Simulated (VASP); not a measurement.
Given:

```yaml
crystal:
  lattice:
    - [5.63648, 0.00000, 0.00000]
    - [0.00000, 5.63648, 0.00000]
    - [0.00000, 0.00000, 5.63648]
  atoms:
    - { symbol: Cs, position: [0.00000, 0.00000, 0.00000] }
    - { symbol: Pb, position: [0.50000, 0.50000, 0.50000] }
    - { symbol: Cl, position: [0.50000, 0.00000, 0.50000] }
    - { symbol: Cl, position: [0.00000, 0.50000, 0.50000] }
    - { symbol: Cl, position: [0.50000, 0.50000, 0.00000] }
```

Calculation: vdW-DF-cx, VASP's PBE PAW potentials (set 64) (plane waves; VASP 6.6.1). Run with 520 eV cut-off, Gaussian smearing of 0.050 eV, potentials Cs_sv Pb_d Cl.

Unless said otherwise, spin-orbit coupling is left out, though it shifts the bands of the heavy elements here.

What does the run give for the band gap (along the path) with the smallest direct gap where there is one?

```
Item                                   Result
------------------------------------  -------
band gap (along the path)             2.00 eV
smallest direct gap (along the path)  2.00 eV
```

Total energies compare only between runs with the same potentials, cut-off and functional.

The compound is CsPbCl3 in the cubic perovskite structure, the ideal cubic form; the compound distorts at low or room temperature. It was relaxed first.
